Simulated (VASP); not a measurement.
Input:

```
CELL_PARAMETERS angstrom
      0.00000     3.82106     3.82106
      3.82106     0.00000     3.82106
      3.82106     3.82106     0.00000
ATOMIC_POSITIONS crystal
  Rb 0.00000 0.00000 0.00000
  Br 0.25000 0.25000 0.25000
```

Calculation: PBEsol GGA, VASP's PBE PAW potentials (set 64) (plane waves; VASP). Settings: 400 eV cut-off, Gaussian smearing of 0.050 eV, potentials Rb_sv Br.

Problem. Give the energies of bands 6 to 11 at the high-symmetry points, in eV from the valence-band maximum.

Solution. 
| band | Γ | X | U | L | W |
|---|---|---|---|---|---|
| 6 | -0.11 | -0.43 | -0.34 | -0.32 | -0.28 |
| 7 | -0.11 | 0.00 | -0.09 | -0.05 | -0.15 |
| 8 | -0.11 | 0.00 | -0.01 | -0.05 | 0.00 |
| 9 | 4.16 | 6.02 | 6.15 | 6.39 | 6.15 |
| 10 | 8.20 | 6.79 | 6.84 | 6.64 | 6.78 |
| 11 | 8.20 | 8.66 | 8.23 | 7.88 | 8.61 |

The gap is indirect, 4.16 eV, from the valence maximum at X to the conduction minimum at Γ.

The structure was generated: RbBr was put into the zinc blende type (F-43m), which need not be its known phase. It was relaxed first, which changed the volume by -8 %.
